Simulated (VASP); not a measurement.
OSZICAR of a VASP run on Cd$_{2}$SeS (space group P3m1):

OSZICAR:
```
       N       E                     dE             d eps       ncg     rms          rms(c)
DAV:   1     0.265264317442E+03    0.26526E+03   -0.12085E+04 22184   0.402E+02
DAV:   2     0.153557761640E+01   -0.26373E+03   -0.23126E+03 25280   0.147E+02
DAV:   3    -0.137595232671E+02   -0.15295E+02   -0.15102E+02 26574   0.389E+01
DAV:   4    -0.138435842872E+02   -0.84061E-01   -0.84032E-01 25456   0.302E+00
DAV:   5    -0.138439539578E+02   -0.36967E-03   -0.36966E-03 25928   0.175E-01    0.102E+01
DAV:   6    -0.130124933576E+02    0.83146E+00   -0.28757E-01 29296   0.534E+00    0.798E+00
DAV:   7    -0.129621659082E+02    0.50327E-01   -0.16509E-01 25608   0.125E+00    0.336E+00
DAV:   8    -0.129591217698E+02    0.30441E-02   -0.28944E-02 25132   0.837E-01    0.408E-01
DAV:   9    -0.129588545651E+02    0.26720E-03   -0.21899E-03 26022   0.225E-01    0.156E-01
DAV:  10    -0.129589405575E+02   -0.85992E-04   -0.22162E-04 25166   0.511E-02    0.974E-02
DAV:  11    -0.129590189893E+02   -0.78432E-04   -0.42134E-05 25150   0.197E-02    0.224E-02
DAV:  12    -0.129590335081E+02   -0.14519E-04   -0.70687E-06 26014   0.899E-03    0.827E-03
DAV:  13    -0.129590356280E+02   -0.21199E-05   -0.12464E-06 25220   0.416E-03    0.325E-03
DAV:  14    -0.129590359916E+02   -0.36356E-06   -0.19209E-07 25116   0.160E-03    0.111E-03
DAV:  15    -0.129590360306E+02   -0.39027E-07   -0.38667E-08 22796   0.615E-04
   1 F= -.12959036E+02 E0= -.12959036E+02  d E =-.511960E-13
 imaginary and real dielectric function
```

Which electronic solver shows in the log?

It is blocked Davidson (ALGO = Normal, or the opening steps of other solvers). The INCAR had ALGO = Normal.

Can the final energy be trusted as converged?

The calculation finished and met its thresholds. It stopped with EDIFF = 1E-7, NELM = 100 (PBEsol GGA, plane waves, VASP's PBE PAW potentials (set 64)). The dielectric response may not be converged in the k-mesh; for small gaps it tends to come out too large.

The structure comes from a computed database's Cd2SeS entry (P3m1); how it stands against other phases isn't given here. It was relaxed first, which changed the volume by -6 %.
